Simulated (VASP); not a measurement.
# Ta11Ag5: core-level shifts, part 3 of 4

Which atoms of Ta11Ag5 bind their core electrons more tightly, and does the hole change the order?

VASP 6.6.1, plane waves and PAW; the level of theory is named at each step.

So far. Step 2 (Relaxation): At PBEsol, with these data sets, the largest force is down to 0.036 eV/Å.

### 4. Core hole, atom Ta7, shell 4f

This step: final-state core hole with the electron kept at the Fermi level, PBEsol; plane waves and PAW (Ta_pv, Ta_pv, Ag) (VASP 6.6.1).

A core electron of Ta7 (4f) is moved to the Fermi level; this atom comes first in POSCAR as a species of its own.

Input file INCAR:

```
SYSTEM = Ta11Ag5
PREC = Normal
ENCUT = 330
EDIFF = 1E-05
NELM = 120
ISMEAR = 0
SIGMA = 0.1
LREAL = Auto
ALGO = Fast
GGA = PS
NBANDS = 109
LASPH = .TRUE.
LWAVE = .FALSE.
LCHARG = .FALSE.
KPAR = 8
ICORELEVEL = 2
CLNT = 1
CLN = 4
CLL = 3
CLZ = 1
ISIF = 0
```

Input file POSCAR:

```
Ta11Ag5
1.0
   -3.3046902955      6.6093805909      0.0000000000
    9.9140708864     -6.6093805909      3.3046902955
    3.3046902955      6.6093805909     -3.3046902955
Ta Ta Ag
1 10 5
Direct
    0.7721961010      0.7028366302      0.1870639340
    0.9846911226      0.9945370158      0.0050877200
    0.2579009893      0.5703577820      0.0507427011
    0.2552579585      0.8170880304      0.2971638920
    0.4991968801      0.1270692607      0.1358338649
    0.2274377619      0.0544953400      0.5750710398
    0.2163954386      0.2926286459      0.8336144285
    0.5140706110      0.6266874267      0.6214159303
    0.7563444294      0.9311475004      0.4306112351
    0.4983730833      0.8743333490      0.8680872613
    0.7845257987      0.4463066503      0.9276296936
    0.0137396795      0.2560471147      0.2516060872
    0.9942227373      0.4980653231      0.4960907522
    0.0093752510      0.7516233145      0.7432934915
    0.4740603321      0.3682639393      0.3837016666
    0.7422118257      0.1885126768      0.6929863021
```

Input file KPOINTS:

```
Automatic mesh
0
Gamma
7 4 4
0 0 0
```

Potentials, in the order of the species: Ta_pv, Ta_pv and Ag (PBE family, release 64).

On the command line:

```console
$ mpirun -np 8 vasp_std
```

Output:

```text
[banner, memory and clock lines left out]
running    8 mpi-ranks, on    1 nodes
 distrk:  each k-point on    1 cores,    8 groups
 distr:  one band on    1 cores,    1 groups

 POSCAR found type information on POSCAR TaTaAg
 POSCAR found :  3 types and      16 ions
 [... a notice as in an earlier step ...]

 [... a notice as in an earlier step ...]

 LDA part: xc-table for (Slater+PW92), standard interpolation
 [... a notice as in an earlier step ...]

 POSCAR, INCAR and KPOINTS ok, starting setup
 FFT: planning ... GRIDC
 FFT: planning ... GRID_SOFT
 FFT: planning ... GRID
 WAVECAR not read
 entering main loop
       N       E                     dE             d eps       ncg     rms          rms(c)
DAV:   1     0.129923294799E+04    0.12992E+04   -0.72920E+04 12780   0.121E+03
DAV:   2    -0.232980395186E+03   -0.15322E+04   -0.14755E+04 13492   0.402E+02
DAV:   3    -0.315615618448E+03   -0.82635E+02   -0.77933E+02 15368   0.869E+01
DAV:   4    -0.318373630605E+03   -0.27580E+01   -0.26971E+01 14728   0.142E+01
DAV:   5    -0.318482475503E+03   -0.10884E+00   -0.10853E+00 16720   0.236E+00    0.471E+01
RMM:   6    -0.313823781102E+03    0.46587E+01   -0.85484E+01 14618   0.242E+01    0.298E+01
RMM:   7    -0.303997724325E+03    0.98261E+01   -0.19291E+01 13491   0.106E+01    0.167E+01
RMM:   8    -0.302256119702E+03    0.17416E+01   -0.52349E+00 14240   0.624E+00    0.718E+00
RMM:   9    -0.302047379334E+03    0.20874E+00   -0.24570E+00 15913   0.361E+00    0.205E+00
RMM:  10    -0.301953546335E+03    0.93833E-01   -0.43441E-01 16369   0.144E+00    0.997E-01
RMM:  11    -0.301945000760E+03    0.85456E-02   -0.11012E-01 16820   0.661E-01    0.707E-01
RMM:  12    -0.301941852113E+03    0.31486E-02   -0.32763E-02 16251   0.440E-01    0.329E-01
RMM:  13    -0.301941971284E+03   -0.11917E-03   -0.96718E-03 17553   0.222E-01    0.146E-01
RMM:  14    -0.301942011709E+03   -0.40425E-04   -0.22506E-03 17712   0.103E-01    0.918E-02
RMM:  15    -0.301942046604E+03   -0.34896E-04   -0.46819E-04 17735   0.502E-02    0.373E-02
RMM:  16    -0.301942047942E+03   -0.13380E-05   -0.13689E-04 14951   0.263E-02    0.148E-02
RMM:  17    -0.301942047501E+03    0.44121E-06   -0.36167E-05 11465   0.129E-02
   1 F= -.30194205E+03 E0= -.30190782E+03  d E =-.684601E-01
```

Run time: 2 min. Hardware: 8 MPI ranks of Intel Xeon 6975P-C (Granite Rapids), shared host; peak memory 5.6 GiB.

OUTCAR, selected parts (step 4):

```text
The static configuration has the point symmetry C_1 .

 Found     58 irreducible k-points:

   NELECT =     177.0000    total number of electrons

 the core state eigenenergies are
   1-  1s -67358.7103  2s -11584.8514  2p -10151.9738  3s  -2665.9940  3p  -2239.9831
       3d  -1743.9276  4s   -548.9871  4p   -408.3329  4d   -228.6347  4f    -28.7737
       5s    -66.7752
   2-  1s -67331.0140  2s -11556.7329  2p -10123.9131  3s  -2638.2549  3p  -2212.2974
       3d  -1716.0303  4s   -528.3044  4p   -388.6205  4d   -210.0087  4f    -12.6413
       5s    -60.8279
   3-  1s -67331.6371  2s -11557.3693  2p -10124.5488  3s  -2638.8801  3p  -2212.9224
       3d  -1716.6581  4s   -528.9108  4p   -389.2250  4d   -210.6115  4f    -13.2321
       5s    -61.3729
   4-  1s -67331.6271  2s -11557.3591  2p -10124.5386  3s  -2638.8711  3p  -2212.9134
       3d  -1716.6490  4s   -528.9034  4p   -389.2178  4d   -210.6044  4f    -13.2260
       5s    -61.3703
   5-  1s -67330.9269  2s -11556.6579  2p -10123.8370  3s  -2638.1867  3p  -2212.2292
       3d  -1715.9618  4s   -528.2463  4p   -388.5635  4d   -209.9533  4f    -12.5908
       5s    -60.7955
   6-  1s -67331.6162  2s -11557.3434  2p -10124.5233  3s  -2638.8540  3p  -2212.8964
       3d  -1716.6318  4s   -528.8846  4p   -389.1987  4d   -210.5850  4f    -13.2057
       5s    -61.3474
   7-  1s -67331.6780  2s -11557.4033  2p -10124.5833  3s  -2638.9117  3p  -2212.9540
       3d  -1716.6897  4s   -528.9387  4p   -389.2525  4d   -210.6383  4f    -13.2572
       5s    -61.3921
   8-  1s -67331.0051  2s -11556.7331  2p -10123.9125  3s  -2638.2577  3p  -2212.3002
       3d  -1716.0332  4s   -528.3108  4p   -388.6273  4d   -210.0162  4f    -12.6503
       5s    -60.8420
   9-  1s -67331.6797  2s -11557.4087  2p -10124.5884  3s  -2638.9187  3p  -2212.9611
       3d  -1716.6967  4s   -528.9484  4p   -389.2625  4d   -210.6487  4f    -13.2689
       5s    -61.4083
  10-  1s -67330.9019  2s -11556.6271  2p -10123.8066  3s  -2638.1532  3p  -2212.1957
       3d  -1715.9283  4s   -528.2087  4p   -388.5254  4d   -209.9145  4f    -12.5501
       5s    -60.7479
  11-  1s -67331.6478  2s -11557.3741  2p -10124.5541  3s  -2638.8825  3p  -2212.9249
       3d  -1716.6607  4s   -528.9095  4p   -389.2232  4d   -210.6090  4f    -13.2277
       5s    -61.3618
  12-  1s -25316.9933  2s  -3720.7122  2p  -3336.2186  3s   -675.4414  3p   -549.2087
       3d   -350.3146  4s    -86.3298  4p    -49.7222
  13-  1s -25317.0817  2s  -3720.8131  2p  -3336.3185  3s   -675.5407  3p   -549.3079
       3d   -350.4148  4s    -86.4257  4p    -49.8168
  14-  1s -25317.0399  2s  -3720.7652  2p  -3336.2713  3s   -675.4866  3p   -549.2539
       3d   -350.3611  4s    -86.3590  4p    -49.7478
  15-  1s -25316.9591  2s  -3720.6898  2p  -3336.1949  3s   -675.4246  3p   -549.1918
       3d   -350.2978  4s    -86.3229  4p    -49.7163
  16-  1s -25316.8981  2s  -3720.6082  2p  -3336.1145  3s   -675.3544  3p   -549.1215
       3d   -350.2251  4s    -86.2753  4p    -49.6743

 E-fermi :   6.3574

 k-point     1 :       0.0000    0.0000    0.0000
  band No.  band energies     occupation
    ...
     86       5.8198      2.00000
     87       5.9944      2.00000
     88       6.0946      1.99980
     89       6.2716      1.77516
     90       6.3687      0.87341
     91       6.5794      0.00169
     92       6.6855      0.00000
     93       7.0015      0.00000
     94       7.0439      0.00000
     95       7.3217      0.00000
    ...

 k-point     2 :       0.1429    0.0000    0.0000
  band No.  band energies     occupation
    ...
     86       5.8269      2.00000
     87       5.9718      2.00000
     88       6.0736      1.99994
     89       6.2157      1.95490
     90       6.2805      1.72296
     91       6.5349      0.01207
     92       6.6381      0.00007
     93       7.0168      0.00000
     94       7.1574      0.00000
     95       7.4116      0.00000
    ...

 POSITION                                       TOTAL-FORCE (eV/Angst)
 -----------------------------------------------------------------------------------
      5.03429      1.69480      1.70447         0.644207      0.629013      0.570930
      6.62262     -0.03145      3.26982        -0.443083      0.346209     -0.326504
      4.96997     -1.72977      1.71717         0.065744      0.182905     -0.096220
      8.23915     -1.74928      1.71819         0.049903      0.050046     -0.072046
      0.05897      3.35731     -0.02896        -0.384513     -0.364937     -0.151115
      1.68909      4.94391     -1.72034         0.071117     -0.024026      0.184214
      4.94086      5.00582     -1.78779         0.069673     -0.044117      0.010291
      6.56777      3.36285      0.01742        -0.484851     -0.505257      0.246619
      8.15501      1.69073      1.65412        -0.119322      0.068148      0.028425
      9.88999      3.25265      0.02064         0.327434     -0.367372     -0.285000
      4.89763      8.36648     -1.59062         0.111648     -0.028576     -0.137188
      3.32454      0.06146      0.01468         0.075840      0.059441      0.074695
      3.29168      6.55815      0.00653        -0.037402     -0.000191      0.007923
      9.87702      0.00691      0.02753         0.007090      0.054178     -0.045102
      3.35239      3.23528     -0.05102         0.036750     -0.033132     -0.025294
      1.70625      8.23982     -1.66713         0.009766     -0.022331      0.015372
 -----------------------------------------------------------------------------------
    total drift:                                0.011029      0.030541     -0.002006

  FREE ENERGIE OF THE ION-ELECTRON SYSTEM (eV)
  ---------------------------------------------------
  free  energy   TOTEN  =      -301.9420475012 eV

  energy  without entropy=     -301.8735873772  energy(sigma->0) =     -301.90781744

[... 7 parts as in an earlier step ...]

[... 5 further parts left out ...]
```

This run has no spin polarisation.

Numbers from this step:

| Item | Value |
| --- | --- |
| free energy (TOTEN) | -301.9420 eV |
| energy at zero smearing | -301.9078 eV |
| Fermi energy | 6.357 eV |

This is the reference for holes on Ta.

### 5. Core hole, atom Ta10, shell 4f

The same hole on the next atom.

INCAR is that of step 4.

Edit POSCAR of step 4 so:

```diff
@@ -8,3 +8,3 @@
 Direct
-    0.7721961010      0.7028366302      0.1870639340
+    0.4983730833      0.8743333490      0.8680872613
     0.9846911226      0.9945370158      0.0050877200
@@ -15,5 +15,5 @@
     0.2163954386      0.2926286459      0.8336144285
+    0.7721961010      0.7028366302      0.1870639340
     0.5140706110      0.6266874267      0.6214159303
     0.7563444294      0.9311475004      0.4306112351
-    0.4983730833      0.8743333490      0.8680872613
     0.7845257987      0.4463066503      0.9276296936
```

KPOINTS is that of step 4.

On the command line:

```console
$ mpirun -np 8 vasp_std
```

Output:

```text
[... set-up lines as in an earlier step ...]
 entering main loop
       N       E                     dE             d eps       ncg     rms          rms(c)
DAV:   1     0.129860546103E+04    0.12986E+04   -0.72927E+04 12772   0.121E+03
DAV:   2    -0.234967139099E+03   -0.15336E+04   -0.14760E+04 13553   0.402E+02
DAV:   3    -0.317462876223E+03   -0.82496E+02   -0.78199E+02 15346   0.869E+01
DAV:   4    -0.320219065205E+03   -0.27562E+01   -0.26986E+01 14760   0.142E+01
[...]
RMM:  15    -0.302516908114E+03    0.84600E-04   -0.74060E-04 16581   0.602E-02    0.783E-02
RMM:  16    -0.302516851175E+03    0.56939E-04   -0.37955E-04 16444   0.413E-02    0.326E-02
RMM:  17    -0.302516853031E+03   -0.18561E-05   -0.92839E-05 14465   0.206E-02
   1 F= -.30251685E+03 E0= -.30248304E+03  d E =-.676187E-01
```

Elapsed: 2 min, on 8 MPI ranks; peak memory 5.5 GiB.

From OUTCAR (step 5):

```text
 POSITION                                       TOTAL-FORCE (eV/Angst)
 -----------------------------------------------------------------------------------
      9.88999      3.25265      0.02064        -0.216322      0.320890     -0.357990
      6.62262     -0.03145      3.26982        -0.046962     -0.134163      0.006367
      4.96997     -1.72977      1.71717         0.238633     -0.248265      0.336345
      8.23915     -1.74928      1.71819        -0.296737     -0.200899      0.293483
      0.05897      3.35731     -0.02896         0.030887      0.024386      0.086014
      1.68909      4.94391     -1.72034         0.299245     -0.361337     -0.224581
      4.94086      5.00582     -1.78779        -0.220775     -0.283914     -0.281586
      5.03429      1.69480      1.70447        -0.242777      0.195056      0.284134
      6.56777      3.36285      0.01742        -0.116696     -0.007680      0.009397
      8.15501      1.69073      1.65412         0.304528      0.335721     -0.272820
      4.89763      8.36648     -1.59062         0.286917      0.217813      0.257229
      3.32454      0.06146      0.01468         0.000016      0.008438      0.021065
      3.29168      6.55815      0.00653        -0.012439     -0.023783     -0.001849
      9.87702      0.00691      0.02753        -0.017455      0.100094      0.007289
      3.35239      3.23528     -0.05102         0.030208      0.014096     -0.125051
      1.70625      8.23982     -1.66713        -0.020271      0.043549     -0.037447
 -----------------------------------------------------------------------------------
    total drift:                                0.011291      0.026114     -0.002672

  FREE ENERGIE OF THE ION-ELECTRON SYSTEM (eV)
  ---------------------------------------------------
  free  energy   TOTEN  =      -302.5168530306 eV

  energy  without entropy=     -302.4492343318  energy(sigma->0) =     -302.48304368

[... 2 parts as in an earlier step ...]

[... 1 further part left out ...]
[key lines of the parts left out:]
E-fermi :   6.3808
```

Against the hole on Ta7 the energy differs by -0.58 eV.

### 6. Core hole, atom Ag12, shell 3d

This step: final-state core hole with the electron kept at the Fermi level, PBEsol; plane waves and PAW (Ag, Ta_pv, Ag) (VASP 6.6.1).

System of this step: Ta11Ag5. The cell holds 16 atoms: 5 Ag and 11 Ta. Cell: a = 7.390 Å, b = 12.365 Å, c = 8.095 Å, α = 102.6°, β = 56.8°, γ = 146.8°. It derives from Ta and Ag. Random alloy: site Ta, solute Ag, share 0.3125, order random, lattice volume linear between typed atomic volumes.

A core electron of Ag12 (3d) is moved to the Fermi level; this atom comes first in POSCAR as a species of its own.

Edit INCAR of step 5 so:

```diff
@@ -17,4 +17,4 @@
 CLNT = 1
-CLN = 4
-CLL = 3
+CLN = 3
+CLL = 2
 CLZ = 1
```

Edit POSCAR of step 5 so:

```diff
@@ -5,6 +5,6 @@
     3.3046902955      6.6093805909     -3.3046902955
-Ta Ta Ag
-1 10 5
+Ag Ta Ag
+1 11 4
 Direct
-    0.4983730833      0.8743333490      0.8680872613
+    0.0137396795      0.2560471147      0.2516060872
     0.9846911226      0.9945370158      0.0050877200
@@ -18,4 +18,4 @@
     0.7563444294      0.9311475004      0.4306112351
+    0.4983730833      0.8743333490      0.8680872613
     0.7845257987      0.4463066503      0.9276296936
-    0.0137396795      0.2560471147      0.2516060872
     0.9942227373      0.4980653231      0.4960907522
```

KPOINTS is that of step 5.

PAW data sets: Ag, Ta_pv and Ag (PBE family, release 64).

On the command line:

```console
$ mpirun -np 8 vasp_std
```

Output:

```text
[banner, memory and clock lines left out]
running    8 mpi-ranks, on    1 nodes
[...]
[... a notice as in an earlier step ...]

 [... a notice as in an earlier step ...]

 LDA part: xc-table for (Slater+PW92), standard interpolation
 [... a notice as in an earlier step ...]

 POSCAR, INCAR and KPOINTS ok, starting setup
[...]
entering main loop
       N       E                     dE             d eps       ncg     rms          rms(c)
DAV:   1     0.126630014608E+04    0.12663E+04   -0.73295E+04 12732   0.121E+03
DAV:   2    -0.257519005974E+03   -0.15238E+04   -0.14695E+04 13473   0.403E+02
DAV:   3    -0.336721849663E+03   -0.79203E+02   -0.74994E+02 15333   0.852E+01
DAV:   4    -0.339188120086E+03   -0.24663E+01   -0.24161E+01 14752   0.132E+01
[...]
RMM:  14    -0.325974110197E+03   -0.16459E-04   -0.15669E-03 17551   0.867E-02    0.676E-02
RMM:  15    -0.325974123714E+03   -0.13517E-04   -0.31847E-04 17176   0.413E-02    0.271E-02
RMM:  16    -0.325974124186E+03   -0.47208E-06   -0.71137E-05 13481   0.193E-02
   1 F= -.32597412E+03 E0= -.32594057E+03  d E =-.671181E-01
```

The job ended after 1.9 min (8 MPI ranks; peak memory 5.6 GiB).

(Continued in part 4 of 4.)

[Lines on the potential files, build, host, timing and source positions are cut from VASP's logs without a mark.]

[Logs are printed without paths, hosts, clocks, repeated set-up lines and the standing remarks that a program may print on its own settings, such as how far it seeks lower states.]

[Hosts, paths, dates, database ids (printed as entryN), source tags and the programs' standing remarks are cut or masked in the printed files.]
